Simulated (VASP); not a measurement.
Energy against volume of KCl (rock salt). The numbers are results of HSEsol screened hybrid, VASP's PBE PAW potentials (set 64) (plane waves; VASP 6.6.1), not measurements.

```json
[
 {"V (Å³/atom)": "29.569", "E (eV/atom)": "-4.02677"},
 {"V (Å³/atom)": "30.543", "E (eV/atom)": "-4.02844"},
 {"V (Å³/atom)": "31.518", "E (eV/atom)": "-4.02669"},
 {"V (Å³/atom)": "32.493", "E (eV/atom)": "-4.02191"},
 {"V (Å³/atom)": "33.468", "E (eV/atom)": "-4.01462"}
]
```

Question: Fit a third-order Birch-Murnaghan equation of state.

Answer: 
The volume per atom is 30.51 Å³/atom and the bulk modulus is 178 kbar. The pressure derivative of the bulk modulus is 3.68. The lattice constant a comes out as 6.249 Å.

The compound is KCl in the rock salt structure. It was relaxed first. The cell's shape comes from a PBE relaxation.
